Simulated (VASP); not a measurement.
Computed with LDA (Ceperley-Alder, Perdew-Zunger), VASP's LDA PAW potentials (set 64) (plane waves; VASP).

VASP input:

**POSCAR**
```
Nb
1
   -1.6230898898     1.6230898898     1.6230898898
    1.6230898898    -1.6230898898     1.6230898898
    1.6230898898     1.6230898898    -1.6230898898
Nb
1
Direct
  0.0000000000   0.0000000000   0.0000000000
```

File KPOINTS:
```
k-points along high-symmetry lines
15
Line-mode
Reciprocal
  0.000000   0.000000   0.000000 ! GAMMA
  0.500000  -0.500000   0.500000 ! H

  0.500000  -0.500000   0.500000 ! H
  0.000000  -0.000000   0.500000 ! N

  0.000000  -0.000000   0.500000 ! N
  0.000000   0.000000   0.000000 ! GAMMA

  0.000000   0.000000   0.000000 ! GAMMA
  0.250000   0.250000   0.250000 ! P

  0.250000   0.250000   0.250000 ! P
  0.500000  -0.500000   0.500000 ! H

  0.250000   0.250000   0.250000 ! P
  0.000000  -0.000000   0.500000 ! N
```

**INCAR**
```
SIGMA=0.05   # width (eV)
EDIFF=1E-7   # SCF stop (eV)
LCHARG=.False.
ISMEAR=0
LORBIT=11   # lm-projected
LASPH=.True.
ICHARG=11
ENCUT=520   # plane-wave cut-off (eV)
LWAVE=.False.
ALGO=Normal   # blocked Davidson
LMAXMIX=4   # l cut-off of mixed one-centre charges
NELM=100   # most electronic steps
PREC=Accurate
SYSTEM=Nb
LREAL=.False.   # projection in real space or not
```

POTCAR, in this order: Nb_sv (LDA.64 set). Program: vasp_std. Read from the step before: CHGCAR.

### Question
What will the output report for the number of irreducible k-points (NKPTS), largest plane-wave count, number of space-group operations, FFT grid (NGX, NGY, NGZ)?

### Answer

```
Property                                      Result
--------------------------------------  ------------
number of irreducible k-points (NKPTS)            90
largest plane-wave count                         478
number of space-group operations                  48
FFT grid (NGX, NGY, NGZ)                24 × 24 × 24
```

The compound is Nb in the bcc structure. It was relaxed first.
